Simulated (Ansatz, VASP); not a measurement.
# Sn in two plane-wave programs, part 2 of 2

Wanted: the spread between two codes on one cell, functional and k mesh. The cell is taken from a series of runs on this material, whose earlier steps may have relaxed, scaled, displaced or heated it; both programs get it as it stands.

VASP 6.6.1 and Ansatz 0.2.0.

So far: The structure; VASP: zone-centre phonons, LDA.

**2. VASP: zone-centre phonons, LDA (continued)**

Level of this step: LDA; plane waves and PAW (Sn_d) (VASP).

Numbers of over 12 decimals in the logs are rounded to 6 here.

From OUTCAR (step 2):

```text
ion  position               nearest neighbor table
   1  0.500  0.500  0.500-   2 2.80   2 2.80   2 2.80   2 2.80
   2  0.750  0.750  0.750-   1 2.80   1 2.80   1 2.80   1 2.80

  LATTYP: Found a face centered cubic cell.
 ALAT       =     6.4721241814

 Subroutine GETGRP returns: Found 12 space group operations
 (whereof  6 operations were pure point group operations)

The static configuration has the point symmetry C_3v.
 The point group associated with its full space group is D_3d.

   k-points           NKPTS =   1728   k-points in BZ     NKDIM =   1728   number of bands    NBANDS=     20

   dimension x,y,z NGX =    36 NGY =   36 NGZ =   36
   dimension x,y,z NGXF=    72 NGYF=   72 NGZF=   72

   ENCUT  =  500.0 eV  36.75 Ry    6.06 a.u.   8.34  8.34  8.34*2*pi/ulx,y,z

   NELECT =      28.0000    total number of electrons

 k-points in reciprocal lattice and weights: Points of the shifted mesh
   0.04166667  0.04166667  0.04166667       0.001
   0.04166667  0.04166667  0.12500000       0.001
   0.04166667  0.04166667  0.20833333       0.001
   0.04166667  0.04166667  0.29166667       0.001
   0.04166667  0.04166667  0.37500000       0.001
   0.04166667  0.04166667  0.45833333       0.001
   0.04166667  0.04166667  0.54166667       0.001
   0.04166667  0.04166667  0.62500000       0.001
   0.04166667  0.04166667  0.70833333       0.001
[...]
0.95833333  0.95833333  0.87500000       0.001
   0.95833333  0.95833333  0.95833333       0.001

 average (electrostatic) potential at core
       1-101.3189       2-101.3189

  Total        0.0054434      0.0054434      0.0054434     -0.0181599     -0.0181599     -0.0181599
  in kB        0.1286770      0.1286770      0.1286770     -0.4292823     -0.4292823     -0.4292823
  external PRESSURE =       0.1286770 kB  Pullay stress =       0.0000000 kB

  energy-cutoff  :      500.00
  volume of cell :       67.78
      direct lattice vectors                 reciprocal lattice vectors
     0.000000000  3.236062091  3.236062091    -0.154508778  0.154508778  0.154508778
     3.236062091  0.000000000  3.236062091     0.154508778 -0.154508778  0.154508778
     3.236062091  3.236062091  0.000000000     0.154508778  0.154508778 -0.154508778

 POSITION                                       TOTAL-FORCE (eV/Angst)
 -----------------------------------------------------------------------------------
      3.23568      3.23568      3.23568         0.000439      0.000439      0.000439
      4.85447      4.85447      4.85447        -0.000439     -0.000439     -0.000439
 -----------------------------------------------------------------------------------
    total drift:                                0.000000      0.000000      0.000000

 Eigenvectors and eigenvalues of the dynamical matrix
 ----------------------------------------------------

   1 f  =    5.788058 THz    36.367440 2PiTHz  193.068827 cm-1    23.937473 meV
             X         Y         Z           dx          dy          dz
      3.235681  3.235681  3.235681    -0.408248   -0.408248   -0.408248
      4.854474  4.854474  4.854474     0.408248    0.408248    0.408248

   2 f  =    5.717917 THz    35.926734 2PiTHz  190.729191 cm-1    23.647395 meV
             X         Y         Z           dx          dy          dz
      3.235681  3.235681  3.235681    -0.348839    0.572833   -0.223995
      4.854474  4.854474  4.854474     0.348839   -0.572833    0.223995

   3 f  =    5.717917 THz    35.926734 2PiTHz  190.729191 cm-1    23.647395 meV
             X         Y         Z           dx          dy          dz
      3.235681  3.235681  3.235681    -0.460049   -0.072079    0.532127
      4.854474  4.854474  4.854474     0.460049    0.072079   -0.532127

   4 f  =    0.000000 THz     0.000001 2PiTHz    0.000003 cm-1     0.000000 meV
             X         Y         Z           dx          dy          dz
      3.235681  3.235681  3.235681    -0.020147    0.011328    0.706729
      4.854474  4.854474  4.854474    -0.020147    0.011328    0.706729

   5 f  =    0.000000 THz     0.000000 2PiTHz    0.000000 cm-1     0.000000 meV
             X         Y         Z           dx          dy          dz
      3.235681  3.235681  3.235681     0.635836   -0.308514    0.023072
      4.854474  4.854474  4.854474     0.635836   -0.308514    0.023072

   6 f/i=    0.000000 THz     0.000001 2PiTHz    0.000003 cm-1     0.000000 meV
             X         Y         Z           dx          dy          dz
      3.235681  3.235681  3.235681    -0.308719   -0.636153    0.001396
      4.854474  4.854474  4.854474    -0.308719   -0.636153    0.001396

 ELASTIC MODULI CONTR FROM IONIC RELAXATION (kBar)
 Direction    XX          YY          ZZ          XY          YZ          ZX
 --------------------------------------------------------------------------------
 XX          -0.0930      0.0128      0.0128      2.4196     -1.9881      3.4505
 YY           0.0128     -0.0930      0.0128      3.4505      2.4196     -1.9881
 ZZ           0.0128      0.0128     -0.0930     -1.9881      3.4505      2.4196
 XY           2.4196      3.4505     -1.9881   -232.2266      4.4886      4.4886
 YZ          -1.9881      2.4196      3.4505      4.4886   -232.2266      4.4886
 ZX           3.4505     -1.9881      2.4196      4.4886      4.4886   -232.2266
 --------------------------------------------------------------------------------
```

**3. Ansatz: zone-centre phonons, LDA**

Ansatz runs on its PAW soft_1 files.

The same cell, functional (in two slightly different forms), mesh and smearing now go to Ansatz, which takes its cutoff from its data sets.

input.yaml reads:

```yaml
crystal:
  lattice:
    - [0.0, 3.2360620907, 3.2360620907]
    - [3.2360620907, 0.0, 3.2360620907]
    - [3.2360620907, 3.2360620907, 0.0]
  atoms:
    - { symbol: Sn, position: [0.4999410867, 0.4999410867, 0.4999410867] }
    - { symbol: Sn, position: [0.7500589133, 0.7500589133, 0.7500589133] }
kpoints:
  mp_grid: { grid: [12, 12, 12], shift: [0.5, 0.5, 0.5] }
hamiltonian:
  xc: lda
  pseudopotentials: { kind: paw, azcp: { folder: soft_1 }, xc_functional: pbe }
scf:
  occupations: { method: gaussian, width: 0.015 }
output:
  eigenvalues: true
phonons:
  method: dfpt
```

Command:

```console
$ ansatz run input.yaml --threads 4 --pin off --max-ram 10240MiB --backend cpu --events-out ev --progress --plain --runs-dir out
```

Output:

```text
Engine: ansatz 0.2.0, aarch64-unknown-linux-gnu
Pseudopotentials: kind: paw
Pseudopotential: Sn, paw, valence charge 14, recommended cutoff 420 eV (normal), soft_1/Sn.paw.azcp
Functional definition: SPW92
  exchange = slater_x
  correlation = pw_c
Crystal: 2 atoms, lattice volume = 67.777 Å³
Basis set: ecut = 420 eV, 1363 PW (Γ), exchange–correlation on 64×64×64 points (8 copies of the dense FFT grid, shifted against one another)
Bands: 18, of which v1, the nominal top of the filled ones, is band 14 counted from 1 (13 counted from 0)
Symmetry: 12 space group operations
k-points: 468 of 1728 (irreducible under 2 space group operations, time reversal used)
Non-local potential: Sn, projectors of the file, l = 0: 2, l = 1: 2, l = 2: 2, l = 3: 1
PAW form: soft (Blöchl's): semilocal exchange-correlation on the pseudo side does not see the compensation charge
PAW frozen core: Sn, regenerated for the run's functional, and the local potential with it (the file was generated under x = pbe(κ = 0.804, μ = 0.219515), c = pbe(β = 0.066725))
PAW one-centre angular grid: Sn, 590 points (default); XC on 64 Gauss nodes
Initial density: superposition of atomic densities (chi_scale 0.1, normalization cell)
Initial wavefunctions: pseudopotential atomic-orbital guess
Functional: x = slater, c = lda
SCF iter   1: F=—  HF=-11759.280579 eV  |F-HF|=—  |Δ(HF+E_count)|=         —  Δρ=2.27e-2  dr2=3.90e-1  ethr=3.10e-3  ⟨swp⟩=6.0  Hψ=45828  notcnv=0
preconditioner: auto → none  [insulator: Δε(μ)=0.073 eV  Ē_g=19.967 eV  σ=0.015 eV  W_gap=0.54  n_scr=14 (ndim 8)  ℏωp=23.9 eV  f_vac=0.004  D(μ)=0.20/eV (n_scr^D=0)  ε∞_Penn≈2.4]
SCF iter   2: F=—  HF=-11759.164524 eV  |F-HF|=—  |Δ(HF+E_count)|=   1.16e-1  Δρ=9.45e-3  dr2=6.30e-2  ethr=1.39e-3  ⟨swp⟩=2.0  Hψ=14027  notcnv=0
SCF iter   3: F=—  HF=-11759.149715 eV  |F-HF|=—  |Δ(HF+E_count)|=   1.48e-2  Δρ=1.01e-3  dr2=4.76e-4  ethr=2.25e-4  ⟨swp⟩=2.0  Hψ=12175  notcnv=0
SCF iter   4: F=—  HF=-11759.149829 eV  |F-HF|=—  |Δ(HF+E_count)|=   1.13e-4  Δρ=4.58e-4  dr2=5.34e-5  ethr=1.70e-6  ⟨swp⟩=2.0  Hψ=16779  notcnv=0
SCF iter   5: F=—  HF=-11759.149822 eV  |F-HF|=—  |Δ(HF+E_count)|=   6.27e-6  Δρ=1.42e-4  dr2=5.11e-6  ethr=1.91e-7  ⟨swp⟩=3.0  Hψ=14976  notcnv=0
SCF iter   6: F=—  HF=-11759.149823 eV  |F-HF|=—  |Δ(HF+E_count)|=   2.92e-7  Δρ=2.87e-5  dr2=2.73e-7  ethr=1.82e-8  ⟨swp⟩=2.0  Hψ=13516  notcnv=0
SCF iter   7: F=—  HF=-11759.149822 eV  |F-HF|=—  |Δ(HF+E_count)|=   2.15e-7  Δρ=3.67e-6  dr2=4.95e-9  ethr=9.76e-10  ⟨swp⟩=1.0  Hψ=8424  notcnv=0
SCF iter   8: F=—  HF=-11759.149822 eV  |F-HF|=—  |Δ(HF+E_count)|=  4.09e-10  Δρ=3.28e-7  dr2=7.76e-11  ethr=1.77e-11  ⟨swp⟩=2.0  Hψ=10348  notcnv=0
SCF iter   9: F=-11759.149822 eV  HF=-11759.149822 eV  |F-HF|=3.64e-12  |Δ(HF+E_count)|=  1.64e-11  Δρ=8.12e-8  dr2=2.61e-12  ethr=1.00e-12  ⟨swp⟩=6.9  Hψ=39325  notcnv=0
SCF 1 converged in 9 iterations: F = -11759.149822 eV  dr2 = 2.61e-12
  greatest PAW one-centre occupation: 0.992 electrons in one spin orbital (limit 2), on the Sn atom at site 1 (counted from 0), in its partial waves of l = 2
DFPT response loops at Γ: preconditioner auto → Kerker (q_TF=auto, 2.355 Å⁻¹) (partly filled bands, converged f_vac=0.083); β = 1.00, the filter's whole step (`scf.mixing.beta` (0.50) is not read by the response loops under this deck's `scf.mixing.preconditioner`; to damp them name `kerker` or `kerker_dos`, under which they read `scf.mixing.beta`, and type it under 1.00, their step now; both keys bind the ground state too); Broyden in place of MSR1
SCF converged after 9 iterations
Free energy (F): -11759.149822 eV
Harris-Foulkes:  -11759.149822 eV  (|F-HF|=3.64e-12)
Internal energy: -11759.149822 eV  (E = F + TS)
E sigma→0 (E₀):  -11759.149822 eV
Entropy (-TS):   -0.000001 eV (-0.000 meV/atom)
Fermi energy:    7.669460 eV
--- Per-component energies (eV) ---
  E_band       = -252.179827
  E_kinetic    = 339.311492
  E_local      = -2619.656552  (includes V_loc(G=0)·N_el)
  E_nonlocal   = 299.013426
  E_hartree    = 1271.837695
  E_xc         = -250.080382
  E_vxc        = -162.403249  (∫ρ·V_xc dr)
  E_paw        = -8451.378883  (= ΣΔE_a)
  E_vpaw       = -652.120897  (= ΣTr[D̂ρ^β])
  E_aug_tail   = 0.000540  (compensation charges beyond the density's cutoff)
  E_ewald      = -2349.046941
  E_core_change = 0.849782  (= ΣΔE_core)
  E_smearing   = -0.000001  (= −TS)
  E_closure    = -0.000000  (closes the sum)
  Σ components = -11759.149822   (vs F -11759.149822, Δ=0.00e0)
--- Band table (eV; the first three rows and the last of 468) ---
  k-point 0: bands = [... 10 lower, -3.0507, 6.5671, 7.6998, 7.6998, 7.9166, 9.8562, 9.8562, 9.8668]
  k-point 1: bands = [... 10 lower, -2.9605, 5.7241, 7.3015, 7.6298, 8.3016, 9.9531, 10.0111, 10.4216]
  k-point 2: bands = [... 10 lower, -2.7386, 4.5221, 6.9179, 7.3519, 8.2880, 10.2997, 10.4945, 11.2489]
  k-point 467: bands = [... 10 lower, -1.4243, 1.2772, 6.3043, 6.4871, 7.7814, 10.8267, 10.9548, 13.2747]
--- Phonons (Γ-DFPT): 1 representative perturbation + reference, on 468 of 1728 k-points (Σ response iterations 3) ---
  k mesh reduced under 2 symmetry operations, with k and −k counted as one. Each operation leaves every solved perturbation unchanged. A smaller set is not used because it would not reduce the number of displacements times k-points to solve
  ASR residual: 1.698e-6 → 0.000e0 eV/Å²; symmetrization residual: 8.021e-13 eV/Å²
  ASR residual per site (eV/Å²): 1.70e-6 1.70e-6
  Γ frequencies (cm⁻¹): 0.00 0.00 0.00 192.06 192.06 192.18
  non-analytic LO–TO correction: not included (Born effective charges unavailable; polar crystals: no LO–TO splitting at Γ)
```

In the SCF lines HF is the Harris–Foulkes energy and dr2 the Hartree energy of the density residual, in eV; the loop may stop once dr2 is under the threshold and the program's other checks hold. Hψ counts applications of the Hamiltonian.

**4. Differences**

Known differences besides the potentials themselves: the two LDA forms differ slightly; the cutoff is 420 eV in Ansatz and 500 eV in VASP; VASP's log shows a relativistic correction to its local exchange, Ansatz's none. Total energies have different zeros and are not compared.

Both answers:

```tsv
quantity	Ansatz	VASP	difference
optical mode 1 to 2 (cm⁻¹)	192.1	190.7	+0.70 %
optical mode 3 (cm⁻¹)	192.2	193.1	-0.46 %
```

Modes are paired by rising frequency, not by their patterns, so a pair may set unlike modes beside each other; they are those without the splitting of longitudinal modes.

**5. What came out**

```yaml
r_m_s_difference_of_the_optical_zone_centre_modes_each_program_s_sorted_by_frequency_zone_centre_phonons_lda: 1.2 cm⁻¹
difference_in_optical_mode_1_to_2_zone_centre_phonons_lda: +0.7 %
```

In words: The r.m.s. difference of the optical zone-centre modes, each program's sorted by frequency is 1.2 cm⁻¹ (zone-centre phonons, LDA). Among the rows given in per cent, the largest difference of the zone-centre phonons, LDA pair is in optical mode 1 to 2, +0.7 %. Such differences can come from data sets, numerical settings and the points named under the comparisons, not from the functional's error against experiment.

[Lines on the potential files, build, host, timing and source positions are cut from VASP's logs without a mark.]

[Logs are printed without paths, hosts, clocks, repeated set-up lines and the standing remarks that a program may print on its own settings, such as how far it seeks lower states.]

[Hosts, paths, dates, database ids (printed as entryN), source tags and the programs' standing remarks are cut or masked in the printed files.]
